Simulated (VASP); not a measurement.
Data:

```
CELL_PARAMETERS angstrom
      1.79167    -3.10326     0.00000
      1.79167     3.10326     0.00000
      0.00000     0.00000     5.63897
ATOMIC_POSITIONS crystal
  Tl 0.33333 0.66667 0.25000
  Tl 0.66667 0.33333 0.75000
```

Level of theory: PBE GGA with spin-orbit coupling, VASP's PBE PAW potentials (set 64) (plane waves; VASP). Run with 400 eV cut-off, 11×11×6 Γ-centred mesh, Gaussian smearing of 0.050 eV, potentials Tl_d.

**Question.** Give the energies of bands 21 to 33 at the high-symmetry points, in eV from the Fermi level.

**Answer.** 
| band | Γ | M | K | A | L | H |
|---|---|---|---|---|---|---|
| 21 | -9.26 | -5.56 | -4.53 | -7.93 | -4.62 | -4.09 |
| 22 | -9.26 | -5.56 | -4.53 | -7.93 | -4.62 | -4.09 |
| 23 | -4.81 | -4.46 | -4.48 | -7.93 | -4.62 | -4.07 |
| 24 | -4.81 | -4.46 | -4.48 | -7.93 | -4.62 | -4.07 |
| 25 | -2.32 | -0.60 | -1.06 | 3.25 | -1.88 | -0.94 |
| 26 | -2.32 | -0.60 | -1.06 | 3.25 | -1.88 | -0.94 |
| 27 | 6.57 | 0.46 | 1.26 | 3.25 | -1.88 | -0.55 |
| 28 | 6.57 | 0.46 | 1.26 | 3.25 | -1.88 | -0.55 |
| 29 | 7.81 | 1.65 | 2.16 | 7.52 | 4.93 | 0.22 |
| 30 | 7.81 | 1.65 | 2.16 | 7.52 | 4.93 | 0.22 |
| 31 | 8.06 | 3.75 | 2.56 | 7.52 | 4.93 | 0.75 |
| 32 | 8.06 | 3.75 | 2.56 | 7.52 | 4.93 | 0.75 |
| 33 | 9.95 | 3.86 | 3.25 | 9.04 | 6.25 | 7.21 |

It has no gap at this level: it comes out as a metal or semimetal.

The compound is Tl in the hcp structure. It was relaxed first, which changed the volume by +10 %.
